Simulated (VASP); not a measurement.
Data:

```
CELL_PARAMETERS angstrom
      1.50582     0.86938     5.83030
     -1.50582     0.86938     5.83030
      0.00000    -1.73877     5.83030
ATOMIC_POSITIONS crystal
  Cu 0.00000 0.00000 0.00000
  S  0.75230 0.75230 0.75230
  S  0.58100 0.58100 0.58100
```

Computed with PBE GGA + U (Dudarev), VASP's PBE PAW potentials (set 64) (plane waves; VASP). Settings: 400 eV cut-off, 8×8×8 Γ-centred mesh, Gaussian smearing of 0.050 eV, potentials Cu S, U − J: Cu 2.00 eV.

Predict the energy per atom (σ→0), pressure, band gap (on the k-mesh) with the smallest direct gap where there is one.

The band gap (on the k-mesh) is none (metal, semimetal or under 0.01 eV). The energy per atom (σ→0) is -3.261 eV/atom and the pressure comes out as 11.92 GPa.

The absolute energy has meaning only against runs of the same code, potentials and settings.

The structure was generated: CuS2 was put into the 3R-MoS2 type (R3m), which need not be its known phase. The cell was not relaxed at this level. The k-mesh is coarse (spacing up to 0.30 per Å, 2π included), so the numbers may not be converged in it. The run is one of a series of settings (LDAU = .TRUE., LDAUJ = 0 0, LDAUL = 2 -1, LDAUTYPE = 2, LDAUU = 2.0 0 against the base run), some of them coarse on purpose. The electron count is odd and the run is not spin-polarised, which forces a metal. A gapless solution with U can be a metastable orbital state.
